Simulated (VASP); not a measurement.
Here is the system:

```xyz
6
Lattice="4.8046 0.0000 0.0000 0.0000 4.8046 0.0000 0.0000 0.0000 3.2428" Properties=species:S:1:pos:R:3 pbc="T T T"
Sn     0.0000     0.0000     0.0000
Sn     2.4023     2.4023     1.6214
O      1.4720     1.4720     0.0000
O      3.8743     0.9303     1.6214
O      0.9303     3.8743     1.6214
O      3.3326     3.3326     0.0000
```

The numbers are results of TPSS meta-GGA, VASP's PBE PAW potentials (set 64) (plane waves; VASP), not measurements. Numerical set-up: 520 eV cut-off, 5×5×8 Γ-centred mesh, tetrahedra with Blöchl corrections, potentials Sn_d O.

Unless said otherwise, spin-orbit coupling is left out, though it shifts the bands of the heavy elements here.

Task: Give the energies of bands 15 to 28 at the high-symmetry points, in eV from the valence-band maximum.

Result: 
```json
[
 {"band": "15", "Γ": "-7.96", "X": "-6.40", "M": "-5.50", "Z": "-6.99", "R": "-6.75", "A": "-7.74"},
 {"band": "16", "Γ": "-3.90", "X": "-6.40", "M": "-5.50", "Z": "-6.99", "R": "-6.75", "A": "-7.74"},
 {"band": "17", "Γ": "-3.90", "X": "-2.99", "M": "-3.75", "Z": "-4.07", "R": "-5.38", "A": "-4.83"},
 {"band": "18", "Γ": "-3.81", "X": "-2.99", "M": "-3.75", "Z": "-4.07", "R": "-5.38", "A": "-4.83"},
 {"band": "19", "Γ": "-2.98", "X": "-2.90", "M": "-2.90", "Z": "-3.71", "R": "-4.03", "A": "-2.48"},
 {"band": "20", "Γ": "-1.94", "X": "-2.90", "M": "-2.90", "Z": "-3.71", "R": "-4.03", "A": "-2.48"},
 {"band": "21", "Γ": "-1.92", "X": "-1.91", "M": "-1.89", "Z": "-2.55", "R": "-1.69", "A": "-2.37"},
 {"band": "22", "Γ": "-1.24", "X": "-1.91", "M": "-1.89", "Z": "-2.55", "R": "-1.69", "A": "-2.37"},
 {"band": "23", "Γ": "-1.24", "X": "-1.18", "M": "-1.31", "Z": "-1.57", "R": "-1.04", "A": "-0.91"},
 {"band": "24", "Γ": "-0.73", "X": "-1.18", "M": "-1.31", "Z": "-1.57", "R": "-1.04", "A": "-0.91"},
 {"band": "25", "Γ": "-0.73", "X": "-0.60", "M": "-0.87", "Z": "-1.22", "R": "-0.71", "A": "-0.79"},
 {"band": "26", "Γ": "0.00", "X": "-0.60", "M": "-0.87", "Z": "-1.22", "R": "-0.71", "A": "-0.79"},
 {"band": "27", "Γ": "0.88", "X": "4.16", "M": "4.57", "Z": "5.96", "R": "6.23", "A": "4.67"},
 {"band": "28", "Γ": "5.94", "X": "4.16", "M": "4.57", "Z": "5.96", "R": "6.23", "A": "4.67"}
]
```

The gap is direct, 0.88 eV, from the valence maximum at Γ to the conduction minimum at Γ.

The compound is SnO2 in the rutile structure. It was relaxed first.
